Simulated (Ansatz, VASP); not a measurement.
# Cross-check of Si2MoN4 between VASP and Ansatz

Wanted: the spread between two codes on one cell, functional and k mesh. Of the first pair: The structure shown is the start of the Ansatz relaxation below; VASP solves that cell, so the two are compared at the walk's first step.

Program: Ansatz 0.2.0. Level of theory: plane waves, with VASP 6.6.1 beside it; single point at PBE. Results are calculated unless marked as measured.

### 1. Starting point

The cell holds 7 atoms: 1 Mo, 4 N and 2 Si. Cell: a = 2.909 Å, b = 2.909 Å, c = 41.100 Å, α = 90.0°, β = 90.0°, γ = 120.0°. It derives from Mo1N4Si2. Vacuum lies along c.

As a file:

```xyz
7
Lattice="2.9095 0.0000 0.0000 -1.4547 2.5197 0.0000 0.0000 0.0000 41.1000" Properties=species:S:1:pos:R:3
Mo    0.0000    0.0000   20.5500
N     0.0000    1.6798   21.9437
N     0.0000    1.6798   19.1563
N     1.4547    0.8399   24.0185
N     1.4547    0.8399   17.0815
Si    0.0000    1.6798   23.6611
Si    0.0000    1.6798   17.4389
```

### 2. Ansatz: relaxation, PBE

Ansatz runs on its PAW soft_1 files.

The two programs are compared at the cell with which this relaxation starts, whose forces are those of its first step.

The input, input.yaml:

```yaml
crystal:
  lattice:
    - [2.9094724, 0.0, 0.0]
    - [-1.4547362, 2.51967701, 0.0]
    - [0.0, 0.0, 41.1]
  atoms:
    - { symbol: Mo, position: [0.0, 0.0, 0.5] }
    - { symbol: "N", position: [0.3333333333, 0.6666666667, 0.5339088467] }
    - { symbol: "N", position: [0.3333333333, 0.6666666667, 0.4660911533] }
    - { symbol: Si, position: [0.3333333333, 0.6666666667, 0.5756947348] }
    - { symbol: Si, position: [0.3333333333, 0.6666666667, 0.4243052652] }
    - { symbol: "N", position: [0.6666666667, 0.3333333333, 0.5843923497] }
    - { symbol: "N", position: [0.6666666667, 0.3333333333, 0.4156076503] }
  periodic: [true, true, false]
kpoints:
  mp_grid: { grid: [9, 9, 1] }
hamiltonian:
  xc: pbe
  pseudopotentials: { kind: paw, azcp: { folder: soft_1 } }
scf:
  occupations: { method: fermi_dirac, width: 0.02 }
relax:
  f_tol: 0.01
  max_steps: 100
  cell: {}
```

Started as:

```console
> ansatz run input.yaml --threads 2 --pin off --max-ram 92160MiB --backend cuda --events-out ev --progress --plain --runs-dir out --devices 1 --max-vram 13GiB
```

Numbers of over 12 decimals in the logs are rounded to 6 here.

Output:

```text
GPUs: using 1 of 1 available (devices: 1).
Engine: ansatz 0.2.0, x86_64-unknown-linux-gnu
Pseudopotentials: kind: paw
Pseudopotential: Mo, paw, valence charge 14, recommended cutoff 420 eV (normal), soft_1/Mo.paw.azcp
Pseudopotential: N, paw, valence charge 5, recommended cutoff 420 eV (normal), soft_1/N.paw.azcp
Pseudopotential: Si, paw, valence charge 4, recommended cutoff 420 eV (normal), soft_1/Si.paw.azcp
Functional definition: PBE
  parameter kappa = 0.804
  parameter beta = 0.066725
  exchange = pbe_x(kappa = kappa, mu = beta*pi^2/3)
  correlation = pbe_c(beta = beta)
device memory: the entry about to start is reckoned to put 1.9 GiB on a device that reports 33.1 GiB free (of which the cap on the GPU budget leaves the run 13.0 GiB)
GPU FFT provider: cuFFT
GPU libraries: cuBLAS 13.8.2, cuFFT 12.4.0, cuSOLVER 12.3.4
Crystal: 7 atoms, lattice volume = 301.301 Å³
Basis set: ecut = 420 eV, 5861 PW (Γ), exchange–correlation on 40×40×576 points (8 copies of the dense FFT grid, shifted against one another)
Bands: 28, of which v1, the nominal top of the filled ones, is band 21 counted from 1 (20 counted from 0)
Symmetry: 12 space group operations
Space group: P-6m2 (ITA 187), of the structure as read, at distance tolerance 6.7e-5 Å
k-points: 12 of 81 (time reversal used)
Non-local potential: Mo, projectors of the file, l = 0: 3, l = 1: 2, l = 2: 2, l = 3: 1
Non-local potential: N, projectors of the file, l = 0: 2, l = 1: 2, l = 2: 1
Non-local potential: Si, projectors of the file, l = 0: 2, l = 1: 2, l = 2: 1
PAW form: soft (Blöchl's): semilocal exchange-correlation on the pseudo side does not see the compensation charge
PAW one-centre angular grid: Mo, 590 points (default); XC on 64 Gauss nodes
PAW one-centre angular grid: N, 110 points (default); XC on 64 Gauss nodes
PAW one-centre angular grid: Si, 110 points (default); XC on 64 Gauss nodes
Initial density: superposition of atomic densities (neutral atoms: chi_scale 0, normalization atom)
Initial wavefunctions: pseudopotential atomic-orbital guess
GPU buffer pool allocated for 115200 grid points (all kernels)
GPU transforms: local potential and band sums: pruned to the plane-wave sphere, on 20×20×288
Functional: x = pbe(κ = 0.804, μ = 0.219515), c = pbe(β = 0.066725)
SCF iter   1: F=—  HF=-7780.096168 eV  |F-HF|=—  |Δ(HF+E_count)|=         —  Δρ=1.06e-1  dr2=4.32e1  ethr=3.10e-3  ⟨swp⟩=18.8  Hψ=3341  notcnv=0
preconditioner: auto → Resta (q_TF=auto, 1.965 Å⁻¹)  ε∞=1.9  [insulator: Δε(μ)=1.364 eV  Ē_g=13.514 eV  σ=0.020 eV  W_gap=1.00  n_scr=24 (ndim 8)  ℏωp=12.5 eV  f_vac=0.733  D(μ)=0.00/eV (n_scr^D=0)  ε∞_Penn≈1.9  vacuum switching on, ρ_ref=1.3e-2 e/Å³]
SCF iter   2: F=—  HF=-7775.768764 eV  |F-HF|=—  |Δ(HF+E_count)|=    4.33e0  Δρ=9.96e-2  dr2=6.22e1  ethr=3.10e-3  ⟨swp⟩=5.7  Hψ=1326  notcnv=0  defer=36
preconditioner: auto → LDOS  [metal: Δε(μ)=0.015 eV  Ē_g=10.726 eV  σ=0.020 eV  W_gap=0.18  n_scr=24 (ndim 8)  ℏωp=12.5 eV  f_vac=0.739  D(μ)=1.19/eV (n_scr^D=10)  β→1.0]
SCF iter   3: F=—  HF=-7769.758612 eV  |F-HF|=—  |Δ(HF+E_count)|=    6.01e0  Δρ=2.61e-2  dr2=2.67e0  ethr=3.10e-3  ⟨swp⟩=5.8  Hψ=1119  notcnv=0  defer=12
SCF iter   4: F=—  HF=-7769.345662 eV  |F-HF|=—  |Δ(HF+E_count)|=   4.13e-1  Δρ=9.98e-3  dr2=5.96e-1  ethr=3.10e-3  ⟨swp⟩=3.2  Hψ=810  notcnv=0  defer=12
SCF iter   5: F=—  HF=-7769.296934 eV  |F-HF|=—  |Δ(HF+E_count)|=   4.87e-2  Δρ=5.16e-3  dr2=2.76e-1  ethr=1.42e-3  ⟨swp⟩=4.6  Hψ=858  notcnv=0  defer=36
SCF iter   6: F=—  HF=-7769.256051 eV  |F-HF|=—  |Δ(HF+E_count)|=   4.09e-2  Δρ=2.56e-3  dr2=8.98e-2  ethr=6.58e-4  ⟨swp⟩=4.4  Hψ=644  notcnv=0  defer=12
SCF iter   7: F=—  HF=-7769.244791 eV  |F-HF|=—  |Δ(HF+E_count)|=   1.13e-2  Δρ=1.18e-3  dr2=1.22e-2  ethr=2.14e-4  ⟨swp⟩=4.1  Hψ=683  notcnv=0  defer=12
SCF iter   8: F=—  HF=-7769.243599 eV  |F-HF|=—  |Δ(HF+E_count)|=   1.19e-3  Δρ=2.23e-4  dr2=2.74e-4  ethr=2.90e-5  ⟨swp⟩=3.2  Hψ=741  notcnv=0  defer=36
SCF iter   9: F=—  HF=-7769.243585 eV  |F-HF|=—  |Δ(HF+E_count)|=   1.36e-5  Δρ=1.03e-4  dr2=2.00e-5  ethr=6.53e-7  ⟨swp⟩=3.6  Hψ=773  notcnv=0  defer=36
SCF iter  10: F=—  HF=-7769.243681 eV  |F-HF|=—  |Δ(HF+E_count)|=   9.60e-5  Δρ=6.60e-5  dr2=1.77e-5  ethr=4.76e-8  ⟨swp⟩=3.2  Hψ=749  notcnv=0  defer=36
SCF iter  11: F=—  HF=-7769.243677 eV  |F-HF|=—  |Δ(HF+E_count)|=   4.62e-6  Δρ=3.49e-5  dr2=4.10e-6  ethr=4.21e-8  ⟨swp⟩=3.1  Hψ=599  notcnv=0  defer=36
SCF iter  12: F=—  HF=-7769.243676 eV  |F-HF|=—  |Δ(HF+E_count)|=   6.80e-7  Δρ=8.10e-6  dr2=2.14e-7  ethr=9.76e-9  ⟨swp⟩=3.2  Hψ=667  notcnv=0  defer=36
SCF iter  13: F=-7769.243676 eV  HF=-7769.243676 eV  |F-HF|=5.92e-9  |Δ(HF+E_count)|=   4.07e-8  Δρ=1.72e-6  dr2=1.34e-8  ethr=2.38e-10  ⟨swp⟩=7.2  Hψ=1668  notcnv=0
SCF 1 converged in 13 iterations: F = -7769.243676 eV  dr2 = 1.34e-8
  greatest PAW one-centre occupation: 0.999 electrons in one spin orbital (limit 2), on the Mo atom at site 0 (counted from 0), in its partial waves of l = 0
[...]
SCF iter   5: F=-7770.126328 eV  HF=-7770.126328 eV  |F-HF|=4.54e-8  |Δ(HF+E_count)|=   1.68e-7  Δρ=4.71e-6  dr2=8.13e-8  ethr=3.15e-10  ⟨swp⟩=6.0  Hψ=1921  notcnv=0
SCF 5 converged in 5 iterations: F = -7770.126328 eV  dr2 = 8.13e-8
relax step   5: F+E_penalty+E_count = -7770.12632770 eV  Δ(F+E_penalty+E_count) = -1.142e-6 eV  max|allowed force component| = 6.935e-3 eV/Å  Δτ_max = 0.0013 Å  P = -0.053 N/m  Ω = 301.345 Å³  energy of the carried Pulay correction = -1.763e-5 eV  fix = [c, alpha, beta]  reactions: c -0.000 N/m  (5 SCF iters, dr2 threshold 1.32e-7 eV, accepted)
[...]
relax step   6: F+E_penalty+E_count = -7770.12634691 eV  Δ(F+E_penalty+E_count) = -1.922e-5 eV  max|allowed force component| = 2.975e-4 eV/Å  Δτ_max = 0.0001 Å  P = +0.002 N/m  Ω = 301.304 Å³  energy of the carried Pulay correction = -9.221e-7 eV  fix = [c, alpha, beta]  reactions: c +0.000 N/m  (5 SCF iters, dr2 threshold 2.44e-9 eV, accepted)
[...]
relax step   7: F+E_penalty+E_count = -7770.12635229 eV  Δ(F+E_penalty+E_count) = -5.378e-6 eV  max|allowed force component| = 2.972e-4 eV/Å  Δτ_max = 0.0000 Å  P = -0.003 N/m  Ω = 301.304 Å³  fix = [c, alpha, beta]  reactions: c -0.000 N/m  stress off target by 2.63e-3 N/m on what of the cell is left free  SCF on the basis re-selected at this cell (its energy is not comparable with the rows above)  (7 SCF iters)
basis re-selected at this cell: Δ(F+E_penalty+E_count) = -5.378e-6 eV, ΔP = -0.004 N/m vs the last step (what re-selecting the basis moved, of the pressure what is left beyond the Pulay correction that the steps carried, after the strain that the cell walked since its last selection, with what the two solves' SCF thresholds leave and, on support functions, any second-order correction that the steps lacked; it is no m [...]
SCF converged after 7 iterations
Free energy (F): -7770.126352 eV
Harris-Foulkes:  -7770.126352 eV  (|F-HF|=8.82e-11)
Internal energy: -7770.126352 eV  (E = F + TS)
E sigma→0 (E₀):  -7770.126352 eV
Fermi energy:    -4.494354 eV
--- Per-component energies (eV) ---
  E_band       = -812.085841
  E_kinetic    = 1034.361890
  E_local      = -168488.439576  (includes V_loc(G=0)·N_el)
  E_nonlocal   = 327.765684
  E_hartree    = 83589.869615
  E_xc         = -531.049096
  E_vxc        = -622.204885  (∫ρ·V_xc dr)
  E_paw        = -4746.888035  (= ΣΔE_a)
  E_vpaw       = -243.311726  (= ΣTr[D̂ρ^β])
  E_aug_tail   = 0.003654  (compensation charges beyond the density's cutoff)
  E_ewald      = 81044.249512
  E_smearing   = -0.000000  (= −TS)
  E_closure    = -0.000000  (closes the sum)
  Σ components = -7770.126352   (vs F -7770.126352, Δ=0.00e0)
--- Forces (eV/Å), atoms counted from 1 ---
  atom   1  Mo    -0.00000000    -0.00000000     0.00000000
  atom   2  N      0.00000000    -0.00000000     0.00004570
  atom   3  N     -0.00000000    -0.00000000    -0.00004570
  atom   4  Si     0.00000000    -0.00000000     0.00027032
  atom   5  Si     0.00000000    -0.00000000    -0.00027032
  atom   6  N     -0.00000000     0.00000000    -0.00029723
  atom   7  N     -0.00000000     0.00000000     0.00029723
  max |Σ_I F_I| component: 2.59e-16 eV/Å
--- 2D stress c σ (N/m, compression-positive) ---
       -0.002631       0.000000       0.000000
        0.000000      -0.002631       0.000000
        0.000000       0.000000      -0.000000
  P = ½ c Tr σ = -0.0026 N/m
--- Band table (eV; the first three rows and the last of 12) ---
  k-point 0: bands = [... 17 lower, -7.8898, -7.8898, -7.6610, -5.3513, -2.5697, -2.5697, -2.2521, -2.2521, ... 3 higher]
  k-point 1: bands = [... 17 lower, -8.1417, -8.1174, -7.4664, -5.5932, -2.7482, -2.6103, -2.3376, -1.9377, ... 3 higher]
  k-point 2: bands = [... 17 lower, -8.5493, -8.4596, -7.5847, -6.2907, -2.6646, -2.6560, -2.0647, -1.2688, ... 3 higher]
  k-point 11: bands = [... 17 lower, -8.3199, -7.9230, -7.5548, -5.6702, -3.6235, -1.3464, -0.4411, -0.4225, ... 3 higher]
  ° read free of the cell's end (the report's vacuum.weakly_bound_levels)
--- Relaxed structure (6 steps of the walk, 6 accepted, 1 SCFs on fresh bases) ---
  F+E_penalty+E_count = -7770.12635229 eV   max|allowed force component| = 2.972e-4 eV/Å   (the final SCF, on the basis selected at the relaxed cell)
  cell:  # Å, volume = 301.3036 Å³
    - [2.909483, 0, 0]
    - [-1.454742, 2.519687, 0]
    - [0, 0, 41.1]
  atoms:
    - { symbol: Mo, position: [-4.758098676895717e-17, -5.2867763078234667e-17, 0.500000] }
    - { symbol: N, position: [0.333333, 0.666667, 0.530320] }
    - { symbol: N, position: [0.333333, 0.666667, 0.469680] }
    - { symbol: Si, position: [0.333333, 0.666667, 0.572844] }
    - { symbol: Si, position: [0.333333, 0.666667, 0.427156] }
    - { symbol: N, position: [0.666667, 0.333333, 0.585203] }
    - { symbol: N, position: [0.666667, 0.333333, 0.414797] }
```

### 3. VASP: single point, PBE, start cell, pair 1

The same cell, functional, mesh and smearing now go to VASP, with its own data sets.

Lines of VASP's logs that name or quote its potential files are left out, and so is its time.

The input, INCAR:

```
SYSTEM = Si2MoN4
PREC = Accurate
ENCUT = 520
EDIFF = 1E-06
NELM = 120
ISMEAR = -1
SIGMA = 0.02
LREAL = .FALSE.
ALGO = Normal
GGA = PE
NBANDS = 28
LASPH = .TRUE.
LORBIT = 11
LWAVE = .FALSE.
LCHARG = .FALSE.
ISIF = 2
LDIPOL = .TRUE.
IDIPOL = 3
DIPOL = 0.5 0.5 0.5
LVHAR = .TRUE.
GGA_COMPAT = .FALSE.
EFERMI = MIDGAP
NELMDL = -8
KPAR = 2
```

The input, POSCAR:

```
Si2MoN4
1.0
    2.9094720000      0.0000000000      0.0000000000
   -1.4547360000      2.5196770000      0.0000000000
    0.0000000000      0.0000000000     41.1000000000
Mo N Si
1 4 2
Direct
    0.0000000000      0.0000000000      0.5000000000
    0.3333333995      0.6666667990      0.5339088564
    0.3333333995      0.6666667990      0.4660911436
    0.6666666005      0.3333332010      0.5843923601
    0.6666666005      0.3333332010      0.4156076399
    0.3333333995      0.6666667990      0.5756947445
    0.3333333995      0.6666667990      0.4243052555
```

The input, KPOINTS:

```
Automatic mesh
0
Gamma
9 9 1
0 0 0
```

Potentials, in the order of the species: Mo_sv, N and Si (PBE family, release 64).

Started as:

```console
> mpirun -np 2 vasp_std
```

Output:

```text
[banner, memory and clock lines left out]
running    2 mpi-ranks, on    1 nodes
 distrk:  each k-point on    1 cores,    2 groups
 distr:  one band on    1 cores,    1 groups

 POSCAR found type information on POSCAR MoN Si
 POSCAR found :  3 types and       7 ions
 LDA part: xc-table for (Slater+PW92), standard interpolation
 POSCAR, INCAR and KPOINTS ok, starting setup
 FFT: planning ... GRIDC
 FFT: planning ... GRID_SOFT
 FFT: planning ... GRID
 WAVECAR not read
 entering main loop
       N       E                     dE             d eps       ncg     rms          rms(c)
DAV:   1     0.349084425412E+03    0.34908E+03   -0.20293E+04   832   0.119E+03
DAV:   2    -0.272836900305E+02   -0.37637E+03   -0.36633E+03   948   0.290E+02
DAV:   3    -0.704336726147E+02   -0.43150E+02   -0.42772E+02   796   0.995E+01
DAV:   4    -0.717861578016E+02   -0.13525E+01   -0.13469E+01   908   0.200E+01
DAV:   5    -0.718119464516E+02   -0.25789E-01   -0.25762E-01   888   0.254E+00
DAV:   6    -0.718128497975E+02   -0.90335E-03   -0.90311E-03   936   0.476E-01
DAV:   7    -0.718128891052E+02   -0.39308E-04   -0.39306E-04   900   0.861E-02
DAV:   8    -0.718128909650E+02   -0.18597E-05   -0.18596E-05   888   0.191E-02    0.332E+01
DAV:   9    -0.627922494249E+02    0.90206E+01   -0.71929E+01   732   0.430E+01    0.123E+01
DAV:  10    -0.618122378357E+02    0.98001E+00   -0.26470E+01   748   0.278E+01    0.101E+01
DAV:  11    -0.608935212594E+02    0.91872E+00   -0.34062E+00   752   0.110E+01    0.236E+00
DAV:  12    -0.608727200466E+02    0.20801E-01   -0.24302E-01   904   0.309E+00    0.100E+00
DAV:  13    -0.608648868572E+02    0.78332E-02   -0.40173E-02   896   0.121E+00    0.355E-01
DAV:  14    -0.608622532971E+02    0.26336E-02   -0.45167E-03   888   0.369E-01    0.140E-01
[...]
DAV:  21    -0.608617650212E+02   -0.98265E-04   -0.26283E-06   732   0.817E-03    0.264E-03
DAV:  22    -0.608618252880E+02   -0.60267E-04   -0.38541E-06   680   0.608E-03    0.214E-03
DAV:  23    -0.608618533309E+02   -0.28043E-04   -0.14462E-06   676   0.677E-03    0.122E-03
DAV:  24    -0.608618765450E+02   -0.23214E-04   -0.98221E-07   700   0.377E-03    0.686E-04
DAV:  25    -0.608618878827E+02   -0.11338E-04   -0.38865E-07   648   0.168E-03    0.393E-04
DAV:  26    -0.608618934342E+02   -0.55515E-05   -0.12624E-07   620   0.118E-03    0.291E-04
DAV:  27    -0.608618955423E+02   -0.21082E-05   -0.38202E-08   572   0.657E-04    0.196E-04
DAV:  28    -0.608618962213E+02   -0.67897E-06   -0.11528E-08   536   0.528E-04
   1 F= -.60861896E+02 E0= -.60861896E+02  d E =0.000000E+00
```

Parts of OUTCAR (step 3):

```text
ion  position               nearest neighbor table
   1  0.000  0.000  0.500-   2 2.18   3 2.18   2 2.18   3 2.18   2 2.18   3 2.18
   2  0.333  0.667  0.534-   6 1.72   1 2.18   1 2.18   1 2.18
   3  0.333  0.667  0.466-   7 1.72   1 2.18   1 2.18   1 2.18
   4  0.667  0.333  0.584-   6 1.72   6 1.72   6 1.72
   5  0.667  0.333  0.416-   7 1.72   7 1.72   7 1.72
   6  0.333  0.667  0.576-   4 1.72   2 1.72   4 1.72   4 1.72
   7  0.333  0.667  0.424-   5 1.72   3 1.72   5 1.72   5 1.72

  LATTYP: Found a hexagonal cell.
 ALAT       =     2.9094720000
 C/A-ratio  =    14.1262744580

 Subroutine GETGRP returns: Found 12 space group operations
 (whereof 12 operations were pure point group operations)

The static configuration has the point symmetry D_3h.

 Found     12 irreducible k-points:

   k-points           NKPTS =     12   k-points in BZ     NKDIM =     12   number of bands    NBANDS=     28

   dimension x,y,z NGX =    24 NGY =   24 NGZ =  320
   dimension x,y,z NGXF=    48 NGYF=   48 NGZF=  640

   ENCUT  =  520.0 eV  38.22 Ry    6.18 a.u.   5.41  5.41 76.42*2*pi/ulx,y,z

   NELECT =      42.0000    total number of electrons

 k-points in reciprocal lattice and weights: Automatic mesh
   0.00000000  0.00000000  0.00000000       0.012
   0.11111111  0.00000000  0.00000000       0.074
   0.22222222  0.00000000  0.00000000       0.074
   0.33333333  0.00000000  0.00000000       0.074
   0.44444444  0.00000000  0.00000000       0.074
   0.11111111  0.11111111  0.00000000       0.074
   0.22222222  0.11111111  0.00000000       0.148
   0.33333333  0.11111111  0.00000000       0.148
   0.44444444  0.11111111  0.00000000       0.074
   0.22222222  0.22222222  0.00000000       0.074
   0.33333333  0.22222222  0.00000000       0.148
   0.33333333  0.33333333  0.00000000       0.025

 dipolmoment           0.000000      0.000000     -0.000000 electrons x Angstroem

 average (electrostatic) potential at core
       1 -83.2255       2 -69.4219       3 -69.4219       4 -70.3481       5 -70.3481
       6 -91.4432       7 -91.4432

 E-fermi :  -0.1634

 k-point     1 :       0.0000    0.0000    0.0000
  band No.  band energies     occupation
    ...
     17      -4.0605      2.00000
     18      -3.6951      2.00000
     19      -2.8358      2.00000
     20      -2.8358      2.00000
     21      -1.7497      2.00000
     22       1.0494      0.00000
     23       1.0494      0.00000
     24       1.8232      0.00000
     25       1.8232      0.00000
     26       2.1993      0.00000
    ...

 k-point     2 :       0.1111    0.0000    0.0000
  band No.  band energies     occupation
    ...
     17      -3.8344      2.00000
     18      -3.7185      2.00000
     19      -3.0666      2.00000
     20      -2.9937      2.00000
     21      -1.8586      2.00000
     22       0.8694      0.00000
     23       1.0555      0.00000
     24       1.7099      0.00000
     25       2.0684      0.00000
     26       2.6202      0.00000
    ...

 k-point     3 :       0.2222    0.0000    0.0000
  band No.  band energies     occupation
    ...
     17      -4.1612      2.00000
     18      -3.5683      2.00000
     19      -3.3439      2.00000
     20      -3.2827      2.00000
     21      -2.2829      2.00000
     22       0.9870      0.00000
     23       1.1436      0.00000
     24       2.0126      0.00000
     25       2.5705      0.00000
     26       3.1212      0.00000
    ...

  Total        1.0443860      1.0443863     -4.3363853     -0.0000000      0.0000000      0.0000000
  in kB        5.5535508      5.5535522    -23.0588463     -0.0000000      0.0000000      0.0000000
  external PRESSURE =      -3.9839144 kB  Pullay stress =       0.0000000 kB

  energy-cutoff  :      520.00
  volume of cell :      301.30
      direct lattice vectors                 reciprocal lattice vectors
     2.909472000  0.000000000  0.000000000     0.343704975  0.198438133  0.000000000
    -1.454736000  2.519677000  0.000000000     0.000000000  0.396876266  0.000000000
     0.000000000  0.000000000 41.100000000     0.000000000  0.000000000  0.024330900

 POSITION                                       TOTAL-FORCE (eV/Angst)
 -----------------------------------------------------------------------------------
      0.00000      0.00000     20.55000         0.000000     -0.000000     -0.000000
      0.00000      1.67979     21.94365        -0.000000      0.000000     -3.872491
      0.00000      1.67979     19.15635        -0.000000      0.000000      3.872491
      1.45474      0.83989     24.01853        -0.000000      0.000000      2.429754
      1.45474      0.83989     17.08147         0.000000     -0.000000     -2.429754
      0.00000      1.67979     23.66105         0.000000      0.000000     -1.660861
      0.00000      1.67979     17.43895         0.000000     -0.000000      1.660861
 -----------------------------------------------------------------------------------
    total drift:                               -0.000000      0.000013      0.000000

  FREE ENERGIE OF THE ION-ELECTRON SYSTEM (eV)
  ---------------------------------------------------
  free  energy   TOTEN  =       -60.8618962213 eV

  energy  without entropy=      -60.8618962213  energy(sigma->0) =      -60.86189622

 vacuum level on the upper side and lower side of the slab         3.125         3.125

 total charge
# of ion       s       p       d       tot
------------------------------------------
    1        2.284   6.240   3.771  12.294
    2        1.241   2.517   0.000   3.758
    3        1.241   2.517   0.000   3.758
    4        1.223   2.742   0.000   3.965
    5        1.223   2.742   0.000   3.965
    6        0.686   1.001   0.000   1.688
    7        0.686   1.001   0.000   1.688
--------------------------------------------------
tot          8.584  18.761   3.771  31.116

[... 3 further parts left out ...]
```

This run has no spin polarisation, so a moment on Mo, if there is one, isn't seen.

[end of part 1 of 2]

[Lines on the potential files, build, host, timing and source positions are cut from VASP's logs without a mark.]

[Logs are printed without paths, hosts, clocks, repeated set-up lines and the standing remarks that a program may print on its own settings, such as how far it seeks lower states.]

[Hosts, paths, dates, database ids (printed as entryN), source tags and the programs' standing remarks are cut or masked in the printed files.]
